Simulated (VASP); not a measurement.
Consider the following.

```
CELL_PARAMETERS angstrom
      0.00000     3.60228     3.60228
      3.60228     0.00000     3.60228
      3.60228     3.60228     0.00000
ATOMIC_POSITIONS crystal
  K  0.25000 0.25000 0.25000
  K  0.75000 0.75000 0.75000
  S  0.00000 0.00000 0.00000
```

All values below come from LDA (Ceperley-Alder, Perdew-Zunger), VASP's LDA PAW potentials (set 64) (plane waves; VASP 6.6.1). Numerical set-up: 400 eV cut-off, 5×5×5 Γ-centred mesh, Gaussian smearing of 0.050 eV, potentials K_sv S.

**Question.** Predict the energy per atom (σ→0).

**Answer.** 
The energy per atom (σ→0) is -3.469 eV/atom.

The compound is K2S in the antifluorite structure. It was relaxed first, which changed the volume by -8 %. The start is the result of an earlier pass.
